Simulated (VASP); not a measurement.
Set up this calculation in VASP 6.6.1, as the native input.

```yaml
Task: relaxation of cell and atoms
Functional: PBE
Potentials_or_basis: VASP PAW PBE potentials, release 64 (Na_pv, Sc_sv, O)
Cutoff: 600 eV
k_mesh: 6 × 6 × 6
Occupations: gaussian, width 0.1 eV
Spin: no spin polarisation
Dipole_correction: no
Further_INCAR_settings: ALGO = Normal; EDIFF = 1e-06; IBRION = 2; EDIFFG = -0.04; NSW = 90; ISIF = 3
```

The structure of NaSc2O3 lies in POSCAR:

```
NaSc2O3
1.0
    5.6334730124      0.0000000000      0.0000000000
   -2.8167365062      4.8787307403      0.0000000000
    0.0000000000      0.0000000000      2.8523663499
Na Sc O
1 2 3
Direct
    0.0000000000      0.0000000000      0.5000000000
    0.3333333333      0.6666666667      0.5000000000
    0.6666666667      0.3333333333      0.5000000000
    0.5000000000      0.5000000000      0.0000000000
    0.0000000000      0.5000000000      0.0000000000
    0.5000000000      0.0000000000      0.0000000000
```

The cell was built by a generator and needn't be a form met in nature.

These files were run (other wordings do the same):

INCAR

```
PREC = Accurate
ENCUT = 600
EDIFF = 1E-6
ISMEAR = 0
SIGMA = 0.1
LREAL = F
LASPH = T
NELM = 100
ALGO = Normal
ISIF = 3
LWAVE = F
LCHARG = F
GGA = PE
IBRION = 2
NSW = 90
EDIFFG = -0.04
```

KPOINTS

```
regular mesh
0
Gamma
  6 6 6
```

Potentials or basis: VASP PAW PBE potentials, release 64 (Na_pv, Sc_sv, O).

Launch:

```bash
$ cat potpaw_PBE.64/Na_pv/POTCAR potpaw_PBE.64/Sc_sv/POTCAR potpaw_PBE.64/O/POTCAR > POTCAR
$ mpirun -np 1 vasp_std > vasp.out
```

It gave:

* Relaxed volume: 13.13 Å³/atom
* Relaxed cell: a = 5.634 Å, b = 5.634 Å, c = 2.866 Å, α = 90.00°, β = 90.00°, γ = 120.00°
* Space group after relaxing (to 0.05 Å): P6/mmm (No. 191)
* Energy gained by relaxing: 0.3 meV/atom
* Ionic steps: 3
* Pressure after relaxing: -0.2 GPa
* Band gap on the k mesh: none (metal or under the smearing width)

Caveat: the k mesh is coarse (spacing up to 0.37 Å⁻¹), so the values aren't converged; an odd number of electrons without spin polarisation forces a metal; a magnetic or distorted state may lie lower.

Wall time 61 s on 1 thread of Intel(R) Xeon(R) 6975P-C (Granite Rapids), on a shared host, peak memory 0.27 GiB.
